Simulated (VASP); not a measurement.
A run of VASP 6.6.1 is set up as follows.

INCAR

```
SYSTEM = WS2
  ALGO = Fast
  EDIFF = 1E-6
  ENCUT = 520
  GGA = PS
  ISIF = 2
  ISMEAR = 0
  LASPH = .TRUE.
  LCHARG = .FALSE.
  LREAL = .FALSE.
  LWAVE = .FALSE.
  NELM = 80
  PREC = Accurate
  SIGMA = 0.5
```

Contents of KPOINTS:

```
k-points
0
G
  12 12 2
  0 0 0
```

The input POSCAR:

```
WS2
1.0
    3.1468500000      0.0000000000      0.0000000000
   -1.5734200000      2.7252500000      0.0000000000
    0.0000000000      0.0000000000     12.6806900000
W S
2 4
Direct
    0.3333300000      0.6666700000      0.2500000000
    0.6666700000      0.3333300000      0.7500000000
    0.3333300000      0.6666700000      0.6263300000
    0.6666700000      0.3333300000      0.1263300000
    0.3333300000      0.6666700000      0.8736700000
    0.6666700000      0.3333300000      0.3736700000
```

Potentials or basis: VASP PAW PBE potentials, release 64 (W_sv, S).

Launch:

```sh
$ cat potpaw_PBE.64/W_sv/POTCAR potpaw_PBE.64/S/POTCAR > POTCAR
$ mpirun -np 1 vasp_std > vasp.out
```

(1) What does it give for the band gap on the k mesh?

(2) What does it give for the pressure?

Answers

(1) 1.11 eV, indirect (least direct gap 1.87 eV).

(2) 0.0 GPa.

Caveat: the PAW data sets were made with another functional, which shifts forces and pressure a little; spin-orbit coupling is left out, which moves the levels of the heavy elements; this functional lacks dispersion, which binds the layers, so the pressure and a relaxed spacing across them are unreliable.
